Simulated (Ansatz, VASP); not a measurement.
# VTeSe (2H-VSeTe monolayer): VASP beside Ansatz, part 2 of 2

Aim: how closely do two programs agree when they are given the same cell, functional and k mesh? Of the first pair: The structure shown is the start of the Ansatz relaxation below; VASP solves that cell, so the two are compared at the walk's first step.

VASP 6.6.1 and Ansatz 0.2.0.

So far: Set-up; Ansatz: relaxation, PBE with D3(BJ).

**3. VASP: single point, PBE with D3(BJ), start cell, pair 1**

Level of this step: PBE with D3(BJ), spin-polarised from a ferromagnetic start; plane waves and PAW (Te, V_sv, Se) (VASP).

The same cell, functional, mesh and smearing now go to VASP, with its own data sets.

Lines of VASP's logs that name or quote its potential files are left out, and so is its time.

File INCAR:

```
SYSTEM = VTeSe
PREC = Accurate
ENCUT = 400
EDIFF = 1E-06
NELM = 200
ISMEAR = -1
SIGMA = 0.05
LREAL = .FALSE.
ALGO = Normal
GGA = PE
IVDW = 12
NBANDS = 21
ISPIN = 2
MAGMOM = -0.05 0.85 -0.02
LASPH = .TRUE.
LMAXMIX = 4
LORBIT = 11
LWAVE = .FALSE.
LCHARG = .FALSE.
ISIF = 2
LDIPOL = .TRUE.
IDIPOL = 3
DIPOL = 0.5 0.5 0.501
LVHAR = .TRUE.
GGA_COMPAT = .FALSE.
NELMDL = -8
KPAR = 2
```

File POSCAR:

```
VTeSe
1.0
    3.4650000000      0.0000000000      0.0000000000
   -1.7325000000      3.0007780000      0.0000000000
    0.0000000000      0.0000000000     38.1820460000
Te V Se
1 1 1
Direct
    0.3333333889      0.6666667777      0.4530925346
    0.0000000000      0.0000000000      0.5035362956
    0.3333333889      0.6666667777      0.5469074654
```

File KPOINTS:

```
Automatic mesh
0
Gamma
12 12 1
0 0 0
```

The projector-augmented-wave data sets are Te, V_sv and Se (PBE family, release 64).

The run is started by

```
> mpirun -np 2 vasp_std
```

Numbers of over 12 decimals in the logs are rounded to 6 here.

What it wrote:

```text
[banner, memory and clock lines left out]
running    2 mpi-ranks, on    1 nodes
 distrk:  each k-point on    1 cores,    2 groups
 distr:  one band on    1 cores,    1 groups

 POSCAR found type information on POSCAR TeV Se
 POSCAR found :  3 types and       3 ions
 LDA part: xc-table for (Slater+PW92), standard interpolation
 POSCAR, INCAR and KPOINTS ok, starting setup
 FFT: planning ... GRIDC
 FFT: planning ... GRID_SOFT
 FFT: planning ... GRID
 WAVECAR not read
 entering main loop
       N       E                     dE             d eps       ncg     rms          rms(c)
DAV:   1     0.120808289931E+03    0.12081E+03   -0.10310E+04  2204   0.666E+02
DAV:   2    -0.896290373417E+01   -0.12977E+03   -0.12608E+03  2168   0.185E+02
DAV:   3    -0.194034932590E+02   -0.10441E+02   -0.10321E+02  2057   0.455E+01
DAV:   4    -0.196424018401E+02   -0.23891E+00   -0.23862E+00  2238   0.760E+00
DAV:   5    -0.196449463115E+02   -0.25445E-02   -0.25443E-02  2173   0.725E-01
DAV:   6    -0.196449960932E+02   -0.49782E-04   -0.49781E-04  2303   0.813E-02
DAV:   7    -0.196449968445E+02   -0.75133E-06   -0.75121E-06  2169   0.947E-03
DAV:   8    -0.196449968595E+02   -0.15010E-07   -0.15303E-07  1580   0.115E-03    0.172E+01
DAV:   9    -0.259432095102E+02   -0.62982E+01   -0.98063E+01  1711   0.474E+01    0.322E+01
DAV:  10    -0.183341024161E+02    0.76091E+01   -0.13189E+02  1912   0.617E+01    0.111E+01
DAV:  11    -0.173503648548E+02    0.98374E+00   -0.39564E+00  1766   0.101E+01    0.591E+00
DAV:  12    -0.169780509251E+02    0.37231E+00   -0.10685E+00  1867   0.573E+00    0.217E+00
DAV:  13    -0.169649133353E+02    0.13138E-01   -0.14349E-01  1847   0.186E+00    0.131E+00
DAV:  14    -0.169384824363E+02    0.26431E-01   -0.16685E-01  1846   0.192E+00    0.565E-01
[...]
DAV:  32    -0.169893718143E+02   -0.23023E-03   -0.11864E-06  1462   0.514E-03    0.241E-03
DAV:  33    -0.169894787592E+02   -0.10694E-03   -0.40009E-07  1420   0.373E-03    0.123E-03
DAV:  34    -0.169894950347E+02   -0.16275E-04   -0.50851E-08  1273   0.918E-04    0.714E-04
DAV:  35    -0.169895085155E+02   -0.13481E-04   -0.11534E-07  1401   0.900E-04    0.535E-04
DAV:  36    -0.169895125933E+02   -0.40778E-05   -0.63078E-08  1340   0.947E-04    0.256E-04
DAV:  37    -0.169895140541E+02   -0.14608E-05   -0.20542E-08  1236   0.523E-04    0.344E-04
DAV:  38    -0.169895153332E+02   -0.12791E-05   -0.20839E-08  1238   0.411E-04    0.204E-04
DAV:  39    -0.169895156033E+02   -0.27015E-06   -0.46344E-09  1253   0.246E-04
   1 F= -.17980198E+02 E0= -.17977874E+02  d E =-.464788E-02  mag=     0.9993
```

From OUTCAR (step 3):

```text
ion  position               nearest neighbor table
   1  0.333  0.667  0.453-   2 2.78   2 2.78   2 2.78
   2  0.000  0.000  0.504-   3 2.60   3 2.60   3 2.60   1 2.78   1 2.78   1 2.78
   3  0.333  0.667  0.547-   2 2.60   2 2.60   2 2.60

  LATTYP: Found a hexagonal cell.
 ALAT       =     3.4650000000
 C/A-ratio  =    11.0193494949

 Subroutine GETGRP returns: Found  6 space group operations
 (whereof  6 operations were pure point group operations)

The static configuration has the point symmetry C_3v.

 Found     19 irreducible k-points:

   k-points           NKPTS =     19   k-points in BZ     NKDIM =     19   number of bands    NBANDS=     21

   dimension x,y,z NGX =    24 NGY =   24 NGZ =  250
   dimension x,y,z NGXF=    48 NGYF=   48 NGZF=  500

   ENCUT  =  400.0 eV  29.40 Ry    5.42 a.u.   5.65  5.65 62.27*2*pi/ulx,y,z

   NELECT =      25.0000    total number of electrons

 k-points in reciprocal lattice and weights: Automatic mesh
   0.00000000  0.00000000  0.00000000       0.007
   0.08333333  0.00000000  0.00000000       0.042
   0.16666667 -0.00000000  0.00000000       0.042
   0.25000000 -0.00000000  0.00000000       0.042
   0.33333333 -0.00000000  0.00000000       0.042
   0.41666667  0.00000000  0.00000000       0.042
   0.50000000 -0.00000000  0.00000000       0.021
   0.08333333  0.08333333  0.00000000       0.042
   0.16666667  0.08333333  0.00000000       0.083
[...]
0.33333333  0.25000000  0.00000000       0.083
   0.33333333  0.33333333  0.00000000       0.014

 dipolmoment           0.000000      0.000000      0.036946 electrons x Angstroem

 average (electrostatic) potential at core
       1 -97.3333       2 -83.7975       3 -61.0585

 E-fermi :  -3.0168

 spin component 1
 k-point     1 :       0.0000    0.0000    0.0000
  band No.  band energies     occupation
    ...
      9      -4.4807      1.00000
     10      -4.4807      1.00000
     11      -3.5769      0.99999
     12      -3.5768      0.99999
     13      -3.4163      0.99966
     14      -0.9256      0.00000
     15      -0.9256      0.00000
     16      -0.0687      0.00000
     17      -0.0687      0.00000
     18       0.7887      0.00000
    ...

 k-point     2 :       0.0833    0.0000    0.0000
  band No.  band energies     occupation
    ...
      9      -4.6364      1.00000
     10      -4.4497      1.00000
     11      -3.6961      1.00000
     12      -3.6535      1.00000
     13      -3.4049      0.99957
     14      -1.2432      0.00000
     15      -0.9742      0.00000
     16      -0.6751      0.00000
     17      -0.1878      0.00000
     18       0.9557      0.00000
    ...

 k-point     3 :       0.1667   -0.0000    0.0000
  band No.  band energies     occupation
    ...
      9      -4.9659      1.00000
     10      -4.3974      1.00000
     11      -4.0797      1.00000
     12      -3.8076      1.00000
     13      -3.4981      0.99993
     14      -1.7793      0.00000
     15      -1.4962      0.00000
     16      -1.2016      0.00000
     17      -0.3664      0.00000
     18       1.3053      0.00000
    ...

 k-point     4 :       0.2500   -0.0000    0.0000
  band No.  band energies     occupation
    ...
      9      -5.4906      1.00000
     10      -4.5455      1.00000
     11      -4.4661      1.00000
     12      -3.8318      1.00000
     13      -3.7050      1.00000
     14      -2.2380      0.00000
     15      -1.6043      0.00000
     16      -1.5407      0.00000
     17      -0.4409      0.00000
     18       1.8111      0.00000
    ...

 k-point     5 :       0.3333   -0.0000    0.0000
  band No.  band energies     occupation
    ...
      9      -6.3786      1.00000
     10      -4.6531      1.00000
     11      -4.6478      1.00000
     12      -3.8663      1.00000
     13      -3.6895      1.00000
     14      -2.3349      0.00000
     15      -2.0021      0.00000
     16      -1.2720      0.00000
     17      -0.4696      0.00000
     18       2.0969      0.00000
    ...

 k-point     6 :       0.4167    0.0000    0.0000
  band No.  band energies     occupation
    ...
      9      -6.2916      1.00000
     10      -4.8077      1.00000
     11      -4.6431      1.00000
     12      -3.8821      1.00000
     13      -3.5340      0.99997
     14      -2.2957      0.00000
     15      -2.2822      0.00000
     16      -0.9633      0.00000
     17      -0.4869      0.00000
     18       1.0678      0.00000
    ...

 Edisp (eV)   -0.99068

  Total      -2.16937    -2.16937    -4.73016     0.00000     0.00000     0.00000
  in kB      -8.75483    -8.75483   -19.08932     0.00000     0.00000     0.00000
  external pressure =      -12.20 kB  Pullay stress =        0.00 kB

  energy-cutoff  :      400.00
  volume of cell :      397.01
      direct lattice vectors                 reciprocal lattice vectors
     3.465000000  0.000000000  0.000000000     0.288600289  0.166623456  0.000000000
    -1.732500000  3.000778000  0.000000000     0.000000000  0.333246911  0.000000000
     0.000000000  0.000000000 38.182046000     0.000000000  0.000000000  0.026190320

 POSITION                                       TOTAL-FORCE (eV/Angst)
 -----------------------------------------------------------------------------------
      0.00000      2.00052     17.30000         0.000000      0.000000      1.012859
      0.00000      0.00000     19.22605         0.000000     -0.000000      0.576019
      0.00000      2.00052     20.88205        -0.000000      0.000000     -1.588878
 -----------------------------------------------------------------------------------
    total drift:                                0.000000     -0.000203     -0.000190

  FREE ENERGIE OF THE ION-ELECTRON SYSTEM (eV)
  ---------------------------------------------------
  free  energy   TOTEN  =       -17.9801980148 eV

  energy  without entropy=      -17.9755501375  energy(sigma->0) =      -17.97787408

 vacuum level on the upper side and lower side of the slab         2.259         1.616

 total charge
# of ion       s       p       d       tot
------------------------------------------
    1        1.393   1.946   0.045   3.384
    2        2.205   6.150   2.982  11.336
    3        1.478   2.277   0.034   3.789
--------------------------------------------------
tot          5.076  10.372   3.061  18.509

 magnetization (x)
# of ion       s       p       d       tot
------------------------------------------
    1       -0.004  -0.088   0.001  -0.090
    2        0.011   0.011   1.037   1.059
    3       -0.002  -0.076   0.005  -0.073
--------------------------------------------------
tot          0.006  -0.154   1.043   0.895

[... 6 further parts left out ...]
```

The gap is under twice the smearing width, so the edge states are partly filled and the run can't tell a small gap from a semimetal.

**4. Differences**

Known differences besides the potentials themselves: VASP starts from the moments at which Ansatz ended; Ansatz cuts the interaction across the vacuum, VASP repeats the sheet with a dipole correction; the data sets hold 45 valence electrons in Ansatz (on its default PAW (the set named soft_2) files) and 25 in VASP; the cutoff is 420 eV in Ansatz and 400 eV in VASP. Total energies have different zeros and are not compared.

Forces (eV/Å; atoms numbered as in POSCAR):

```tsv
atom	Ansatz x, y, z	VASP x, y, z
Te1	0.000, 0.000, 1.027	0.000, 0.000, 1.013
V2	0.000, 0.000, 0.582	0.000, 0.000, 0.576
Se3	0.000, 0.000, -1.609	0.000, 0.000, -1.589
```

The forces differ by 8.3 meV/Å r.m.s., which is 1.3 % of the r.m.s. force of 0.657 eV/Å (both taken over all components). Moments aren't recorded for both runs of this pair, so they may hold unlike magnetic states. With vacuum in the cell, a pressure given here is an average over mostly empty space and none of the material.

**5. Ansatz: relaxation, PBE with D3(BJ)**

This run makes the geometry at which the two programs are then compared.

The structure compared here is the end of the Ansatz relaxation.

File input.yaml:

```yaml
crystal:
  lattice:
    - [3.465, 0.0, 0.0]
    - [-1.7325, 3.0007780241, 0.0]
    - [0.0, 0.0, 38.1820456046]
  atoms:
    - { symbol: Te, position: [0.3333333333, 0.6666666667, 0.4530925393] }
    - { symbol: V, position: [0.0, 0.0, 0.5035363063], spin: 1.0 }
    - { symbol: Se, position: [0.3333333333, 0.6666666667, 0.5469074607] }
  periodic: [true, true, false]
magnetization:
  spin_polarized: true
kpoints:
  mp_grid: { grid: [12, 12, 1] }
hamiltonian:
  xc: pbe
  dispersion: d3bj
scf:
  occupations: { method: fermi_dirac, width: 0.05 }
  convergence: { dr2_threshold: 1.0e-09 }
relax:
  f_tol: 0.004
  max_steps: 90
  cell: {}
output:
  write_potential: true
  write_density: true
  volumetric_format: npy
```

The run is started by

```
> ansatz run input.yaml --threads 2 --pin off --max-ram 3072MiB --backend cpu --events-out ev --progress --plain --runs-dir out
```

What it wrote:

```text
[...]
Crystal: 3 atoms, lattice volume = 397.005 Å³
Basis set: ecut = 420 eV, 7729 PW (Γ), exchange–correlation on 48×48×512 points (8 copies of the dense FFT grid, shifted against one another)
Bands: 28, of which v1, the nominal top of the filled ones, is band 23 counted from 1 (22 counted from 0)
[...]
--- Relaxed structure (6 steps of the walk, 6 accepted, 1 SCFs on fresh bases) ---
[...]
cell:  # Å, volume = 387.3190 Å³
    - [3.422469, 0, 0]
    - [-1.711234, 2.963945, 0]
    - [0, 0, 38.1820456046]
  atoms:
    - { symbol: Te, position: [0.333333, 0.666667, 0.455843] }
    - { symbol: V, position: [6.719915131486945e-19, -2.848249528562987e-17, 0.504176] }
    - { symbol: Se, position: [0.333333, 0.666667, 0.543517] }
[key lines of the parts left out:]
SCF converged after 7 iterations
Magnetization: 0.9634 μB (22.9817 up, 22.0183 down)
Free energy (F): -15363.982283 eV
Fermi energy:    -5.038214 eV
P = ½ c Tr σ = 0.0020 N/m
```

**6. VASP: single point, PBE with D3(BJ), relaxed cell, pair 2**

The same cell, functional, mesh and smearing now go to VASP, with its own data sets.

INCAR is that of step 3.

File POSCAR:

```
VTeSe
1.0
    3.4224685164      0.0000000000      0.0000000000
   -1.7112342582      2.9639446789      0.0000000000
    0.0000000000      0.0000000000     38.1820456046
Te V Se
1 1 1
Direct
    0.3333333333      0.6666666667      0.4558431791
    0.0000000000      0.0000000000      0.5041756662
    0.3333333333      0.6666666667      0.5435174609
```

KPOINTS is that of step 3.

The run is started by

```
> mpirun -np 2 vasp_std
```

What it wrote:

```text
[... set-up lines as in an earlier step ...]
 entering main loop
       N       E                     dE             d eps       ncg     rms          rms(c)
DAV:   1     0.123086271643E+03    0.12309E+03   -0.10394E+04  2204   0.667E+02
DAV:   2    -0.956662368129E+01   -0.13265E+03   -0.12896E+03  2259   0.187E+02
DAV:   3    -0.192028797574E+02   -0.96363E+01   -0.95423E+01  2081   0.448E+01
DAV:   4    -0.194197748253E+02   -0.21690E+00   -0.21666E+00  2221   0.723E+00
[...]
DAV:  38    -0.171315896327E+02   -0.20085E-05   -0.40538E-08  1248   0.846E-04    0.581E-04
DAV:  39    -0.171315907911E+02   -0.11584E-05   -0.19602E-08  1233   0.739E-04    0.215E-04
DAV:  40    -0.171315911554E+02   -0.36428E-06   -0.63866E-09  1196   0.299E-04
   1 F= -.18175395E+02 E0= -.18172348E+02  d E =-.609497E-02  mag=     0.9620
```

From OUTCAR (step 6):

```text
 Edisp (eV)   -1.04380

  Total      -0.11466    -0.11466    -0.08040     0.00000    -0.00000     0.00000
  in kB      -0.47431    -0.47431    -0.33257     0.00000    -0.00000     0.00000
  external pressure =       -0.43 kB  Pullay stress =        0.00 kB

 POSITION                                       TOTAL-FORCE (eV/Angst)
 -----------------------------------------------------------------------------------
     -0.00000      1.97596     17.40503         0.000000     -0.000000     -0.017779
      0.00000      0.00000     19.25046        -0.000000      0.000000     -0.008051
     -0.00000      1.97596     20.75261        -0.000000      0.000000      0.025830
 -----------------------------------------------------------------------------------
    total drift:                                0.000001      0.000000      0.000223

  FREE ENERGIE OF THE ION-ELECTRON SYSTEM (eV)
  ---------------------------------------------------
  free  energy   TOTEN  =       -18.1753949969 eV

  energy  without entropy=      -18.1693000281  energy(sigma->0) =      -18.17234751

 magnetization (x)
# of ion       s       p       d       tot
------------------------------------------
    1       -0.002  -0.065   0.002  -0.065
    2        0.011   0.011   0.901   0.923
    3       -0.001  -0.029   0.007  -0.023
--------------------------------------------------
tot          0.008  -0.083   0.910   0.835

[... 1 part as in an earlier step ...]

[... 2 further parts left out ...]
[key lines of the parts left out:]
E-fermi :  -3.0589
```

**7. Differences**

What differs besides the data sets and the points named for the pairs above, as far as they apply: the data sets hold 45 valence electrons in Ansatz (on its default PAW (the set named soft_2) files) and 25 in VASP; site moments are counted in spheres of each program's own size. Total energies have different zeros and are not compared.

Both answers:

```tsv
quantity	Ansatz	VASP	difference
total moment (μB)	0.96	0.96	0.00
moment on V2 (μB)	0.85	0.92	-0.07
moment on Te1 (μB)	-0.06	-0.07	+0.01
```

At this near-relaxed geometry the largest component of a force difference is 26 meV/Å. With vacuum in the cell, a pressure given here is an average over mostly empty space and none of the material.

**8. Summary of results**

| Property | Result |
| --- | --- |
| r.m.s. force difference (single point, PBE with D3(BJ), start cell, pair 1) | 1.3 % of the r.m.s. force |
| difference in total moment (single point, PBE with D3(BJ), relaxed cell, pair 2) | 0.0014 μB |
| r.m.s. force difference (single point, PBE with D3(BJ), relaxed cell, pair 2) | 11 meV/Å |

**Reading.** The r.m.s. force difference is 11 meV/Å (single point, PBE with D3(BJ), relaxed cell, pair 2), within the 12 meV/Å picked in this series as the mark of a large difference. The data sets hold unlike numbers of valence electrons (45 in Ansatz and 25 in VASP), so part of the differences comes from the potentials. Such differences can come from data sets, numerical settings and the points named under the comparisons, not from the functional's error against experiment.

[Lines on the potential files, build, host, timing and source positions are cut from VASP's logs without a mark.]

[Logs are printed without paths, hosts, clocks, repeated set-up lines and the standing remarks that a program may print on its own settings, such as how far it seeks lower states.]

[Hosts, paths, dates, database ids (printed as entryN), source tags and the programs' standing remarks are cut or masked in the printed files.]
